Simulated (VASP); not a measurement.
An input for Ansatz (written as the equivalent of a VASP run, and not itself run):

Ansatz 0.2 input:
```yaml
crystal:
  lattice:
    - [3.0354925, 0.0000000, 0.0000000]
    - [0.0000000, 3.0354925, 0.0000000]
    - [0.0000000, 0.0000000, 3.0354925]
  atoms:
    - { symbol: Si, position: [0.0000000, 0.0000000, 0.0000000] }
    - { symbol: Ge, position: [0.5000000, 0.5000000, 0.5000000] }
kpoints:
  mp_grid: { grid: [12, 12, 12] }
hamiltonian:
  xc: pbesol
  pseudopotentials: { kind: paw }
scf:
  occupations: { method: methfessel_paxton, width: 0.1 }
  max_iter: 100
relax:
  max_steps: 40
  f_tol: 0.02
  cell: { p_target: 20 }
output: { forces: true, stress: true, eigenvalues: true }
```

Question: Translate this input to VASP (INCAR, KPOINTS, POSCAR, choice of POTCAR).

Answer: Several could match; the one computed here: 
INCAR:
```
! general
SYSTEM  = SiGe
PREC    = Accurate
ENCUT   = 500   ! plane-wave cut-off (eV)
LREAL   = .FALSE.
LASPH   = .TRUE.

! electronic loop
EDIFF   = 1E-6   ! SCF stop (eV)
NELM    = 100
ALGO    = Normal   ! blocked Davidson
LMAXMIX = 4   ! l cut-off of mixed one-centre charges

! smearing
ISMEAR  = 1   ! Methfessel-Paxton
SIGMA   = 0.1

! functional
GGA     = PS

! ions
IBRION  = 2   ! conjugate gradients
NSW     = 40   ! most ionic steps
ISIF    = 3
EDIFFG  = -0.02   ! ionic stop
PSTRESS = 200   ! kbar

! output
LWAVE   = .FALSE.
LCHARG  = .FALSE.
```

File KPOINTS:
```
kpoints
0
G
 12 12 12
0 0 0
```

File POSCAR:
```
SiGe
1
    3.0354924561     0.0000000000     0.0000000000
   -0.0000000000     3.0354924561     0.0000000000
   -0.0000000000    -0.0000000000     3.0354924561
Si Ge
1 1
Direct
  0.0000000000   0.0000000000   0.0000000000
  0.5000000000   0.5000000000   0.5000000000
```

POTCAR, in this order: Si Ge_d (PBE.64 set). Program: vasp_std.

The two are equivalent in intent, not identical: each code has its own PAW files, so the cut-off isn't converted (ENCUT is set for VASP's; basis.ecutwfc is left out, and Ansatz then takes the one that its files recommend); Ansatz stops its SCF on the density residual and VASP on the energy change (EDIFF).

The structure was generated: SiGe was put into the CsCl type type (Pm-3m), which need not be its known phase. This run relaxes it under an external pressure of 20 GPa. Symmetry was kept, so distortions that lower it aren't found.
